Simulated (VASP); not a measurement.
# SnF₄: harmonic vibrations of a molecule

SnF₄, molecule in box, 5 atoms in the cell. PBE, harmonic vibrations; PAW potentials F, Sn_d (PBE set).

## Input

INCAR.step1:
```
PREC = Accurate ; ENCUT = 400
EDIFF = 1E-8 ; ISMEAR = 0
SIGMA = 0.01 ; ISYM = 0
LREAL = False ; LASPH = True
NELM = 100 ; ALGO = Normal
LWAVE = False ; LCHARG = False
IBRION = 2 ; NSW = 60
ISIF = 2 ; EDIFFG = -0.002
POTIM = 0.5
```

INCAR.step2, as INCAR.step1 but for:
```
- IBRION = 2
- NSW = 60
- ISIF = 2
- EDIFFG = -0.002
- POTIM = 0.5
+ IBRION = 5
+ NFREE = 2
+ POTIM = 0.015
+ NSW = 1
```

KPOINTS:
```
k-points
0
Gamma
  1 1 1
```

POSCAR.step1:
```
SnF4
1.0
   12.0000000000      0.0000000000      0.0000000000
    0.0000000000     12.0000000000      0.0000000000
    0.0000000000      0.0000000000     12.0000000000
F Sn
4 1
Direct
    0.4958125000      0.4259583300      0.6268958300
    0.3778375000      0.6102416700      0.4953458300
    0.4451541700      0.3932583300      0.3787708300
    0.6243291700      0.5599250000      0.4515708300
    0.4857791700      0.4973500000      0.4881458300
```

Commands (each step's output is kept before the next begins):
```
cat potpaw_PBE.64/F/POTCAR potpaw_PBE.64/Sn_d/POTCAR > POTCAR
cp INCAR.step1 INCAR
cp POSCAR.step1 POSCAR
mpirun -np 4 vasp_gam > vasp.out
cp CONTCAR POSCAR
cp INCAR.step2 INCAR
mpirun -np 4 vasp_gam > vasp.out
```

## Result

- Vibrations (cm⁻¹; a negative value is imaginary): 632, 632, 632, 596, 169, 169, 168, 123, 123
- Zero-point energy (eV): 0.201
- Translations and rotations, which should read zero (cm⁻¹): -23, -15, -7, -1, 8, 12
- Vibrational entropy at 298 K (meV/K): 0.655
- Displaced cells: 30
- Ionic steps, all stages: 42
- Electronic steps, all stages: 777

VASP 6.6.1 took 1391 s on 4 cores (AMD EPYC 7R13 (Zen 3)), a shared host.
